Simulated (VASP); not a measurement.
Data:

```
Si
1.0
    0.00000     2.71847     2.71847
    2.71847     0.00000     2.71847
    2.71847     2.71847     0.00000
Si
2
Direct
  0.00000   0.00000   0.00000
  0.25000   0.25000   0.25000
```

Method: AM05 GGA, VASP's PBE PAW potentials (set 64) (plane waves; VASP). Run with 520 eV cut-off, Gaussian smearing of 0.050 eV, potentials Si.

Problem. Give the energies of bands 2 to 7 at the high-symmetry points, in eV from the valence-band maximum.

Solution. 
```tsv
band	Γ	X	U	L	W
2	0.00	-7.81	-7.22	-6.98	-7.64
3	0.00	-2.87	-4.33	-1.21	-3.88
4	0.00	-2.87	-2.44	-1.21	-3.88
5	2.50	0.64	1.13	1.50	4.21
6	2.50	0.64	4.07	3.27	4.21
7	2.50	10.02	7.39	3.27	4.93
```

The gap is indirect, 0.50 eV, from the valence maximum at Γ to the conduction minimum at Γ-X at 0.86.

Measured: gap 1.23 eV (computed value off by -0.73 eV), as given by Wei Chen et al., Physical Review Materials (2018), doi:10.1103/physrevmaterials.2.073803 [zero-point renormalisation of 0.06 eV added back (the table's ZPR column)].

The compound is Si in the diamond structure. It was relaxed first.
